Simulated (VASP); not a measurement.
## KVB3: single point with PBE

KVB3:

```
V B K
1.0
     3.93346    0.00000    0.00000
     0.00000    3.93346    0.00000
     0.00000    0.00000    3.93346
V B K
1 3 1
Direct
  0.50000 0.50000 0.50000
  0.50000 0.50000 0.00000
  0.00000 0.50000 0.50000
  0.50000 0.00000 0.50000
  0.00000 0.00000 0.00000
```

The cell was built by a generator and needn't be a form met in nature.

| Item | Value |
| --- | --- |
| Program | VASP 6.6.1 |
| Task | single point |
| Functional | PBE |
| Potentials or basis | VASP PAW PBE potentials, release 64 (V_sv, B, K_sv) |
| Cutoff | 520 eV |
| k mesh | 5 × 5 × 5 |
| Occupations | fermi-dirac, width 0.1 eV |
| Spin | no spin polarisation |

```json
{
 "Pressure": "26.9 GPa",
 "Band gap on the k mesh": "none (metal or under the smearing width)"
}
```

Levels at points of the mesh, in eV from the Fermi level:
```tsv
k point	band 11	band 12	band 13	band 14	band 15	band 16	band 17	band 18	band 19	band 20
(0.00, 0.00, 0.00)	-4.24	-0.13	-0.13	-0.13	1.60	1.60	1.60	3.76	3.76	3.76
```

Run time: 16 s on 1 thread of Intel(R) Xeon(R) 6975P-C (Granite Rapids), with other jobs on the host, peak memory 0.17 GiB.

Caveat: so large a pressure means that the cell lies far from this level's equilibrium, or that cutoff or potentials fall short.
